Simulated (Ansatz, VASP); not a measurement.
# Te2Au (Calaverite): VASP beside Ansatz, part 2 of 2

Aim: how closely do two programs agree when they are given the same cell, functional and k mesh? The cell is taken from a series of runs on this material, whose earlier steps may have relaxed, scaled, displaced or heated it; both programs get it as it stands.

VASP 6.6.1 and Ansatz 0.2.0.

So far: The starting structure; VASP: relaxation of cell and atoms, PBEsol; Ansatz: relaxation of cell and atoms, PBEsol.

### Step 4. Comparison

Known differences besides the potentials themselves: the data sets hold 51 valence electrons in Ansatz (on its default PAW (the set named soft_2) files) and 23 in VASP; the cutoff is 420 eV in Ansatz and 500 eV in VASP; Ansatz makes its cores anew for this functional, VASP keeps those of its PBE data sets; Ansatz adds a Pulay correction to the stress that steers its cell, VASP none. Total energies have different zeros and are not compared.

The two programs side by side:

| quantity | Ansatz | VASP | difference |
| --- | --- | --- | --- |
| volume (Å³) | 76.02 | 75.93 | +0.11 % |
| edge a after relaxation, in the typed setting (Å) | 4.145 | 4.144 | +0.04 % |
| edge c after relaxation, in the typed setting (Å) | 5.109 | 5.107 | +0.03 % |

### Step 5. VASP: zone-centre phonons, PBEsol

Second derivatives magnify differences that forces hide, and they need a tight electronic threshold.

INCAR reads:

```
SYSTEM = Te2Au
PREC = Accurate
ENCUT = 500
EDIFF = 1E-08
NELM = 120
ISMEAR = 1
SIGMA = 0.2
LREAL = .FALSE.
ALGO = Normal
GGA = PS
NBANDS = 17
LASPH = .TRUE.
LORBIT = 11
LWAVE = .FALSE.
LCHARG = .FALSE.
ISIF = 2
IBRION = 8
GGA_COMPAT = .FALSE.
KPAR = 2
```

POSCAR reads:

```
Te2Au
1.0
    4.1451766548      0.0000000000      0.0000000000
   -2.0725883274      3.5898282863      0.0000000000
    0.0000000000      0.0000000000      5.1085361921
Te Au
2 1
Direct
    0.6666666667      0.3333333333      0.2895749506
    0.3333333333      0.6666666667      0.7104250494
    0.0000000000      0.0000000000      0.0000000000
```

KPOINTS reads:

```
Automatic mesh
0
Gamma
4 4 4
0 0 0
```

The projector-augmented-wave data sets are Te and Au (PBE family, release 64).

The run is started by

```bash
$ mpirun -np 2 vasp_std
```

Numbers of over 12 decimals in the logs are rounded to 6 here.

Output:

```text
[banner, memory and clock lines left out]
running    2 mpi-ranks, on    1 nodes
[...]
[... a notice as in an earlier step ...]

 LDA part: xc-table for (Slater+PW92), standard interpolation
 POSCAR, INCAR and KPOINTS ok, starting setup
[...]
entering main loop
       N       E                     dE             d eps       ncg     rms          rms(c)
DAV:   1     0.107261827027E+03    0.10726E+03   -0.94588E+03   442   0.109E+03
DAV:   2    -0.783201941068E+01   -0.11509E+03   -0.11191E+03   573   0.205E+02
DAV:   3    -0.119084382287E+02   -0.40764E+01   -0.40513E+01   498   0.396E+01
DAV:   4    -0.119590722338E+02   -0.50634E-01   -0.50622E-01   582   0.479E+00
[...]
DAV:  15    -0.112488394647E+02    0.12875E-07   -0.55549E-08   490   0.178E-03    0.536E-04
DAV:  16    -0.112488394475E+02    0.17201E-07   -0.44435E-09   262   0.388E-04    0.181E-03
DAV:  17    -0.112488394534E+02   -0.58267E-08   -0.35064E-09   233   0.491E-04
   1 F= -.11248839E+02 E0= -.11243957E+02  d E =-.146488E-01
[...]
RMM:  10    -0.289233761667E+00   -0.33135E-07    0.13615E-08  1432   0.137E-04    0.156E-05
RMM:  11    -0.289233739972E+00    0.21695E-07   -0.38530E-08  1447   0.119E-04    0.655E-06
RMM:  12    -0.289233741099E+00   -0.11276E-08   -0.47336E-08  1472   0.117E-04    0.720E-07
 first order change of Fermi-energy  -0.81398E-04
 force on displaced ion       3 direction 1 :  -6.549   0.000   0.000
 Linear response progress:
  Degree of freedom:   4/  4
       N       E                     dE             d eps       ncg     rms          rms(c)
RMM:   1    -0.301977791180E+00   -0.30198E+00   -0.25658E-01   757   0.363E+00
RMM:   2    -0.298665322137E+00    0.33125E-02   -0.52567E-03   671   0.479E-01    0.172E-01
RMM:   3    -0.298274298208E+00    0.39102E-03   -0.69428E-04   705   0.144E-01    0.119E-01
RMM:   4    -0.298312480247E+00   -0.38182E-04   -0.28922E-04   732   0.907E-02    0.447E-02
[...]
RMM:  11    -0.298315678924E+00    0.78166E-07   -0.26599E-08   790   0.923E-05    0.816E-06
RMM:  12    -0.298315725490E+00   -0.46565E-07    0.63972E-10   778   0.814E-05    0.175E-06
RMM:  13    -0.298315730018E+00   -0.45281E-08   -0.20140E-08   688   0.739E-05    0.923E-07
 first order change of Fermi-energy  -0.94929E-04
 force on displaced ion       3 direction 3 :  -0.000  -0.000  -6.080
 Linear response finished
```

OUTCAR, selected parts (step 5):

```text
  Total       -0.0122287     -0.0122287      0.5932839      0.0000000      0.0000000      0.0000000
  in kB       -0.2577377     -0.2577377     12.5043158      0.0000000      0.0000000      0.0000000
  external PRESSURE =       3.9962802 kB  Pullay stress =       0.0000000 kB

 POSITION                                       TOTAL-FORCE (eV/Angst)
 -----------------------------------------------------------------------------------
      2.07259      1.19661      1.47930         0.000000     -0.000000      0.046774
     -0.00000      2.39322      3.62923        -0.000000      0.000000     -0.046774
      0.00000      0.00000      0.00000         0.000000      0.000000      0.000000
 -----------------------------------------------------------------------------------
    total drift:                                0.000000     -0.000000     -0.000000

[... 2 further parts left out ...]
```

### Step 6. Ansatz: zone-centre phonons, PBEsol

The same cell, functional, mesh and smearing now go to Ansatz, which takes its cutoff from its data sets.

The cell is taken from a series of runs on this material, whose earlier steps may have relaxed, scaled, displaced or heated it; both programs get it as it stands.

input.yaml reads:

```yaml
crystal:
  lattice:
    - [4.1451766548, 0.0, 0.0]
    - [-2.0725883274, 3.5898282863, 0.0]
    - [0.0, 0.0, 5.1085361921]
  atoms:
    - { symbol: Te, position: [0.6666666667, 0.3333333333, 0.2895749506] }
    - { symbol: Te, position: [0.3333333333, 0.6666666667, 0.7104250494] }
    - { symbol: Au, position: [0.0, 0.0, 0.0] }
kpoints:
  mp_grid: { grid: [4, 4, 4] }
hamiltonian:
  xc: pbesol
scf:
  occupations: { method: methfessel_paxton, width: 0.2 }
output:
  eigenvalues: true
phonons:
  method: dfpt
  qmesh: [2, 2, 2]
  temperatures: { t_max: 1000, t_step: 50 }
  qpath:
    path:
      - [[0.0, 0.0, 0.0], [0.5, 0.0, 0.0], [0.33333333, 0.33333333, 0.0], [0.0, 0.0, 0.0], [0.0, 0.0, 0.5], [0.5, 0.0, 0.5], [0.33333333, 0.33333333, 0.5], [0.0, 0.0, 0.5]]
      - [[0.5, 0.0, 0.5], [0.5, 0.0, 0.0]]
      - [[0.33333333, 0.33333333, 0.5], [0.33333333, 0.33333333, 0.0]]
    npoints: 10
```

The run is started by

```bash
$ ansatz run input.yaml --threads 4 --pin off --max-ram 10240MiB --backend cpu --events-out ev --progress --plain --runs-dir out
```

Output:

```text
[...]
Crystal: 3 atoms, lattice volume = 76.017 Å³
Basis set: ecut = 420 eV, 1469 PW (Γ), exchange–correlation on 60×60×72 points (8 copies of the dense FFT grid, shifted against one another)
Bands: 31, of which v1, the nominal top of the filled ones, is band 26 counted from 1 (25 counted from 0)
Symmetry: 12 space group operations
k-points: 13 of 64
[...]
largest difference from the sums on the solved wave vectors: F 2.47e-1 eV, S 3.24e-4 and C_V 7.81e-5 eV/K
  zero-point energy: 0.045997 eV/cell   skipped modes (ω ≤ 0): 214, of them read as no rigid motion or as one in doubt: 211 (4.887e-1 modes/cell left out, lowest -94.34 cm⁻¹)   left out of the sums: 5.44e-2 of the cell's modes: C_V's classical limit lies that fraction below 3 k_B per atom; for a crystal, a wire or a layer, F and S can be off by more, and a phonons.interpolated_qmesh denser along its periods is the remedy for the sampling
[key lines of the parts left out:]
SCF converged after 11 iterations
Free energy (F): -26810.382618 eV
Fermi energy:    12.826896 eV
```

### Step 7. Differences

What differs besides the data sets and the points named for the pairs above, as far as they apply: VASP's run holds the zone centre alone; the data sets hold 51 valence electrons in Ansatz (on its default PAW (the set named soft_2) files) and 23 in VASP. Total energies have different zeros and are not compared.

The two programs side by side:

| quantity | Ansatz | VASP | difference |
| --- | --- | --- | --- |
| optical mode 1 to 2 (imaginary, printed as negative) (cm⁻¹) | -94.3 | 69.1 | -163.5 |
| optical mode 3 (cm⁻¹) | 122.4 | 122.2 | +0.12 % |
| optical mode 4 (cm⁻¹) | 124.8 | 125.1 | -0.23 % |
| optical mode 5 to 6 (cm⁻¹) | 126.6 | 127.2 | -0.52 % |

Modes are paired by rising frequency, not by their patterns, so a pair may set unlike modes beside each other; they are those without the splitting of longitudinal modes.

### Step 8. Outcome

| Item | Value |
| --- | --- |
| difference in volume (relaxation of cell and atoms, PBEsol) | 0.11 % |
| r.m.s. difference of the optical zone-centre modes, each program's sorted by frequency (zone-centre phonons, PBEsol) | 94 cm⁻¹ |
| difference in optical mode 5 to 6 (zone-centre phonons, PBEsol) | -0.5 % |

What this shows: The difference in volume is 0.11 % (relaxation of cell and atoms, PBEsol), within the 1.2 % picked in this series as the mark of a large difference, as far as the stopping tolerances let one tell. The data sets hold unlike numbers of valence electrons (51 in Ansatz and 23 in VASP), so part of the differences comes from the potentials. Among the rows given in per cent, the largest difference of the zone-centre phonons, PBEsol pair is in optical mode 5 to 6, -0.5 %. What causes the difference of the zone-centre phonons, PBEsol pair stays open here. 1 further run of this series is not shown here. How closely two codes agree says nothing of how well the functional describes the real material.

[Lines on the potential files, build, host, timing and source positions are cut from VASP's logs without a mark.]

[Logs are printed without paths, hosts, clocks, repeated set-up lines and the standing remarks that a program may print on its own settings, such as how far it seeks lower states.]

[Hosts, paths, dates, database ids (printed as entryN), source tags and the programs' standing remarks are cut or masked in the printed files.]
